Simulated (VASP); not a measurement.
Input:

```yaml
crystal:
  lattice:
    - [3.82339, 0.00000, 0.00000]
    - [0.00000, 3.82339, 0.00000]
    - [0.00000, 0.00000, 3.82339]
  atoms:
    - { symbol: Cu, position: [0.00000, 0.50000, 0.50000] }
    - { symbol: Cu, position: [0.50000, 0.00000, 0.50000] }
    - { symbol: Cu, position: [0.50000, 0.50000, 0.00000] }
    - { symbol: Au, position: [0.00000, 0.00000, 0.00000] }
```

The numbers are results of RPBE GGA, VASP's PBE PAW potentials (set 64) (plane waves; VASP), not measurements. Numerical set-up: 520 eV cut-off, Gaussian smearing of 0.050 eV, potentials Cu Au.

**Question.** Give the energies of bands 12 to 25 at the high-symmetry points, in eV from the Fermi level.

**Answer.** 
```tsv
band	Γ	X	M	R
12	-2.20	-2.48	-2.97	-2.75
13	-1.65	-2.39	-2.97	-1.64
14	-1.65	-2.39	-2.34	-1.64
15	-1.64	-2.22	-2.34	-1.63
16	-1.51	-2.22	-2.34	-1.63
17	-1.51	-2.21	-2.24	-1.63
18	-1.51	-2.14	-2.24	-1.61
19	-1.43	-1.97	-2.13	-1.61
20	-1.43	-1.87	-2.07	-1.61
21	-1.43	-1.51	-0.56	-0.92
22	1.31	-1.43	-0.56	-0.89
23	1.31	5.57	-0.52	-0.89
24	1.31	5.57	0.20	-0.89
25	5.55	6.29	8.26	2.15
```

It has no gap at this level: it comes out as a metal or semimetal.

The compound is Cu3Au in the L1_2 structure. It was relaxed first, which changed the volume by +6 %.
